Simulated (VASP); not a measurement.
Input:

```
PbI2
1.0
    2.26938    -3.93069     0.00000
    2.26938     3.93069     0.00000
    0.00000     0.00000     7.03208
Pb I
1 2
Cartesian
  0.00000   0.00000   0.00000
  2.26938   1.31023   1.86748
  2.26938  -1.31023   5.16459
```

Calculation: PBEsol GGA, VASP's PBE PAW potentials (set 64) (plane waves; VASP). Run with 400 eV cut-off, 6×6×3 Γ-centred mesh, Gaussian smearing of 0.010 eV, potentials Pb_d I.

The dielectric response may not be converged in the k-mesh; for small gaps it tends to come out too large.

Task: The job: PbI2 (1T layered), 3 atoms, PBEsol, DFPT for ε, Born charges and Γ modes, 400 eV, 6×6×3 Γ-centred mesh. Roughly how much core time does it take on a busy server core?

Result: About 20 core-minutes (one run on a shared machine, a rough figure). It had 17 irreducible k-points, 18 bands, up to 2309 plane waves and 210 electronic steps.

The compound is PbI2 in the 1T layered structure. It was relaxed first.
